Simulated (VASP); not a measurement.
Computed with PBEsol GGA, VASP's PBE PAW potentials (set 64) (plane waves; VASP).

A VASP calculation is set up with these files.

**INCAR**
```
ALGO  =  Normal
EDIFF  =  1E-7
ENCUT  =  400
GGA  =  PS
ISIF  =  2
ISMEAR  =  -5
LASPH  =  T
LCHARG  =  T
LMAXMIX  =  4
LORBIT  =  11
LREAL  =  F
LWAVE  =  F
NEDOS  =  601
NELM  =  100
PREC  =  Accurate
SYSTEM  =  Y
```

**POSCAR**
```
Y
1
    3.2059996746     0.0000000000     0.0000000000
    0.0000000000     3.2059996746     0.0000000000
    0.0000000000     0.0000000000     3.2059996746
Y
1
Direct
  0.0000000000   0.0000000000   0.0000000000
```

**KPOINTS**
```
Automatic mesh
0
Gamma
13 13 13
0 0 0
```

POTCAR, in this order: Y_sv (PBE.64 set). Program: vasp_std.

The run wrote:

OSZICAR:
```
       N       E                     dE             d eps       ncg     rms          rms(c)
DAV:   1     0.157265357424E+02    0.15727E+02   -0.50506E+03  1537   0.894E+02
DAV:   2    -0.538086305984E+01   -0.21107E+02   -0.20706E+02  1817   0.143E+02
DAV:   3    -0.623844578426E+01   -0.85758E+00   -0.82769E+00  2272   0.208E+01
DAV:   4    -0.625705703591E+01   -0.18611E-01   -0.18513E-01  2062   0.256E+00
DAV:   5    -0.625721753547E+01   -0.16050E-03   -0.15867E-03  2338   0.194E-01    0.197E+01
DAV:   6    -0.605338101728E+01    0.20384E+00   -0.32713E-01  1566   0.402E+00    0.116E+01
DAV:   7    -0.602711368625E+01    0.26267E-01   -0.38674E-01  1622   0.419E+00    0.103E+00
DAV:   8    -0.602443504298E+01    0.26786E-02   -0.58013E-02  1725   0.191E+00    0.533E-01
DAV:   9    -0.602404846007E+01    0.38658E-03   -0.22165E-03  1902   0.444E-01    0.300E-01
DAV:  10    -0.602393419186E+01    0.11427E-03   -0.14086E-04  2329   0.918E-02    0.162E-02
DAV:  11    -0.602392923820E+01    0.49537E-05   -0.92434E-06  1960   0.272E-02    0.211E-02
DAV:  12    -0.602392448636E+01    0.47518E-05   -0.31208E-06  1682   0.190E-02    0.395E-03
DAV:  13    -0.602392439336E+01    0.93008E-07   -0.49826E-07  2280   0.432E-03
   1 F= -.60239244E+01 E0= -.60239244E+01  d E =0.000000E+00
```

File OUTCAR:
```
------------------------ aborting loop because EDIFF is reached ----------------------------------------
  FORCE on cell =-STRESS in cart. coord.  units (eV):
  Direction    XX          YY          ZZ          XY          YZ          ZX
  --------------------------------------------------------------------------------------
  Total       -0.0816046     -0.0816046     -0.0816046      0.0000000     -0.0000000      0.0000000
  in kB       -3.9676652     -3.9676652     -3.9676652      0.0000000     -0.0000000      0.0000000
  external PRESSURE =      -3.9676652 kB  Pullay stress =       0.0000000 kB
  volume of cell :       32.95
      direct lattice vectors                 reciprocal lattice vectors
     3.205999675  0.000000000  0.000000000     0.311915191  0.000000000  0.000000000
     0.000000000  3.205999675  0.000000000     0.000000000  0.311915191  0.000000000
     0.000000000  0.000000000  3.205999675     0.000000000  0.000000000  0.311915191
 POSITION                                       TOTAL-FORCE (eV/Angst)
 -----------------------------------------------------------------------------------
      0.00000      0.00000      0.00000         0.000000      0.000000      0.000000
 -----------------------------------------------------------------------------------
    total drift:                                0.000000      0.000000     -0.000000
  FREE ENERGIE OF THE ION-ELECTRON SYSTEM (eV)
  ---------------------------------------------------
  free  energy   TOTEN  =        -6.0239243934 eV

  energy  without entropy=       -6.0239243934  energy(sigma->0) =       -6.02392439

 total charge

# of ion       s       p       d       f       tot
--------------------------------------------------
    1        2.294   6.157   1.079   0.008   9.538
```
(Selected blocks of OUTCAR.)

For a metal the tetrahedron method with Blöchl corrections gives inexact stress and forces.

The structure was generated: Y was put into the simple-cubic type (Pm-3m), which need not be its known phase. It was relaxed first, which changed the volume by -11 %.
